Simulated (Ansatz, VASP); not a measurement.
# Al (Al(100) film of 2 layers) in two plane-wave programs, part 2 of 2

One calculation is typed for both programs; each brings its own data sets. How far apart do they land? Of the first pair: The structure shown is the start of the Ansatz relaxation below; VASP solves that cell, so the two are compared at the walk's first step.

VASP 6.6.1 and Ansatz 0.2.0.

So far. Step 3 (VASP: single point, PBE, start cell, pair 1): The run ends at a pressure of -0.79 GPa, with forces up to 0.090 eV/Å.

### Step 6. VASP: single point, PBE, relaxed cell, pair 2 (continued)

Level of this step: PBE; plane waves and PAW (Al) (VASP).

Numbers of over 12 decimals in the logs are rounded to 6 here.

From OUTCAR (step 6):

```text
  Total       -0.0135501     -0.0135501     -0.0140637      0.0000000      0.0000000      0.0000000
  in kB       -0.1063772     -0.1063772     -0.1104093      0.0000000      0.0000000      0.0000000
  external PRESSURE =      -0.1077212 kB  Pullay stress =       0.0000000 kB

 POSITION                                       TOTAL-FORCE (eV/Angst)
 -----------------------------------------------------------------------------------
      0.00000      0.00000      5.42305         0.000000      0.000000      0.004456
      1.35350      1.35350      7.60195         0.000000     -0.000000     -0.004456
 -----------------------------------------------------------------------------------
    total drift:                               -0.000000     -0.000000      0.000029

  FREE ENERGIE OF THE ION-ELECTRON SYSTEM (eV)
  ---------------------------------------------------
  free  energy   TOTEN  =        -6.5714498072 eV

  energy  without entropy=       -6.5689264539  energy(sigma->0) =       -6.57018813

[... 1 part as in an earlier step ...]

[... 2 further parts left out ...]
[key lines of the parts left out:]
E-fermi :  -2.4737
```

The run ends at a pressure of -0.01 GPa, with forces up to 0.0045 eV/Å.

### Step 7. Differences

At this near-relaxed geometry the largest component of a force difference is 3 meV/Å. With vacuum in the cell, a pressure given here is an average over mostly empty space and none of the material.

### Step 8. Ansatz: relaxation, PBE

The two programs are compared at the cell with which this relaxation starts, whose forces are those of its first step.

The structure compared here is the start of the Ansatz relaxation; VASP solves that cell, so the two are compared at the walk's first step.

File input.yaml:

```yaml
crystal:
  lattice:
    - [2.707006219, 0.0, 0.0]
    - [0.0, 2.707006219, 0.0]
    - [0.0, 0.0, 27.849999752]
  atoms:
    - { symbol: Al, position: [0.0, 0.0, 0.1947234668] }
    - { symbol: Al, position: [0.5, 0.5, 0.2729605589] }
  periodic: [true, true, false]
kpoints:
  mp_grid: { grid: [12, 12, 1] }
hamiltonian:
  xc: pbe
scf:
  occupations: { method: methfessel_paxton, width: 0.2 }
output:
  forces: true
  stress: true
  eigenvalues: true
relax:
  adjacent_minimum: "off"
  f_tol: 0.001
  max_steps: 60
  cell: { stress_2d_tol: 0.002 }
```

Launch:

```
ansatz run input.yaml --threads 4 --pin off --max-ram 16384MiB --backend cpu --events-out ev --progress --plain --runs-dir out
```

Output:

```text
[...]
Crystal: 2 atoms, lattice volume = 204.082 Å³
Basis set: ecut = 420 eV, 4073 PW (Γ), exchange–correlation on 40×40×384 points (8 copies of the dense FFT grid, shifted against one another)
Bands: 7, of which v1, the nominal top of the filled ones, is band 3 counted from 1 (2 counted from 0)
Symmetry: 16 space group operations
[...]
k-points: 28 of 144
[...]
--- Band table (eV; the first three rows and the last of 28) ---
[...]
° read free of the cell's end (the report's vacuum.weakly_bound_levels)
--- Relaxed structure (7 steps of the walk, 7 accepted, 2 SCFs on fresh bases) ---
[...]
cell:  # Å, volume = 206.2732 Å³
    - [2.721503, 0, 0]
    - [0, 2.721503, 0]
    - [0, 0, 27.849999752]
  atoms:
    - { symbol: Al, position: [0, 0, 0.195493] }
    - { symbol: Al, position: [0.5, 0.5, 0.272191] }
[key lines of the parts left out:]
SCF converged after 10 iterations
Free energy (F): -1074.115083 eV
Fermi energy:    -4.306651 eV
P = ½ c Tr σ = 0.0001 N/m
```

### Step 9. VASP: single point, PBE, start cell, pair 3

The same cell, functional, mesh and smearing now go to VASP, with its own data sets.

File INCAR:

```
SYSTEM = Al
PREC = Accurate
ENCUT = 400
EDIFF = 1E-06
NELM = 120
ISMEAR = 1
SIGMA = 0.2
LREAL = .FALSE.
ALGO = Normal
GGA = PE
NBANDS = 9
LORBIT = 11
LWAVE = .FALSE.
LCHARG = .FALSE.
ISIF = 2
LDIPOL = .TRUE.
IDIPOL = 3
DIPOL = 0.5 0.5 0.234
LVHAR = .TRUE.
LASPH = .TRUE.
GGA_COMPAT = .FALSE.
NELMDL = -8
```

File POSCAR:

```
Al
1.0
    2.7070060000      0.0000000000      0.0000000000
    0.0000000000      2.7070060000      0.0000000000
    0.0000000000      0.0000000000     27.8500000000
Al
2
Direct
    0.0000000000      0.0000000000      0.1947234829
    0.5000000000      0.5000000000      0.2729605386
```

File KPOINTS:

```
Automatic mesh
0
Gamma
12 12 1
0 0 0
```

Potentials, in the order of the species: Al (PBE family, release 64).

Launch:

```
mpirun -np 1 vasp_std
```

Output:

```text
[... set-up lines as in an earlier step ...]
 entering main loop
       N       E                     dE             d eps       ncg     rms          rms(c)
DAV:   1     0.143343109398E+02    0.14334E+02   -0.17893E+03   504   0.350E+02
DAV:   2    -0.662263953449E+01   -0.20957E+02   -0.18648E+02   767   0.573E+01
DAV:   3    -0.695509943573E+01   -0.33246E+00   -0.33210E+00   666   0.956E+00
DAV:   4    -0.696211438389E+01   -0.70149E-02   -0.70142E-02   802   0.162E+00
[...]
DAV:  21    -0.659877595653E+01   -0.10869E-04   -0.69276E-07   572   0.163E-03    0.442E-04
DAV:  22    -0.659877847198E+01   -0.25155E-05   -0.45542E-08   600   0.572E-04    0.899E-05
DAV:  23    -0.659877889714E+01   -0.42516E-06   -0.62314E-09   539   0.251E-04
   1 F= -.65987789E+01 E0= -.65990002E+01  d E =0.663818E-03
```

Parts of OUTCAR (step 9):

```text
  Total        0.2025396      0.2025396     -0.2692920      0.0000000     -0.0000000      0.0000000
  in kB        1.5900724      1.5900724     -2.1141234      0.0000000     -0.0000000      0.0000000
  external PRESSURE =       0.3553405 kB  Pullay stress =       0.0000000 kB

 POSITION                                       TOTAL-FORCE (eV/Angst)
 -----------------------------------------------------------------------------------
      0.00000      0.00000      5.42305        -0.000000      0.000000      0.121685
      1.35350      1.35350      7.60195         0.000000     -0.000000     -0.121685
 -----------------------------------------------------------------------------------
    total drift:                               -0.000000      0.000000      0.000032

  FREE ENERGIE OF THE ION-ELECTRON SYSTEM (eV)
  ---------------------------------------------------
  free  energy   TOTEN  =        -6.5987788971 eV

  energy  without entropy=       -6.5994427155  energy(sigma->0) =       -6.59900017

[... 3 further parts left out ...]
[key lines of the parts left out:]
E-fermi :  -2.2874
```

The run ends at a pressure of 0.04 GPa, with forces up to 0.12 eV/Å.

### Step 10. Comparison

Forces (eV/Å; atoms numbered as in POSCAR):

```tsv
atom	Ansatz x, y, z	VASP x, y, z
Al1	0.000, 0.000, 0.120	0.000, 0.000, 0.122
Al2	0.000, 0.000, -0.120	0.000, 0.000, -0.122
```

The forces differ by 1.2 meV/Å r.m.s., which is 1.7 % of the r.m.s. force of 0.070 eV/Å (both taken over all components). With vacuum in the cell, a pressure given here is an average over mostly empty space and none of the material.

### Step 11. Outcome

| Item | Value |
| --- | --- |
| r.m.s. force difference (single point, PBE, start cell, pair 1) | 0.35 meV/Å |
| r.m.s. force difference (single point, PBE, relaxed cell, pair 2) | 1.9 meV/Å |
| r.m.s. force difference (single point, PBE, start cell, pair 3) | 1.2 meV/Å |

In words: The r.m.s. force difference is 1.9 meV/Å (single point, PBE, relaxed cell, pair 2), within the 12 meV/Å picked in this series as the mark of a large difference. 1 further run of this series is not shown here. How closely two codes agree says nothing of how well the functional describes the real material.

[Lines on the potential files, build, host, timing and source positions are cut from VASP's logs without a mark.]

[Logs are printed without paths, hosts, clocks, repeated set-up lines and the standing remarks that a program may print on its own settings, such as how far it seeks lower states.]

[Hosts, paths, dates, database ids (printed as entryN), source tags and the programs' standing remarks are cut or masked in the printed files.]
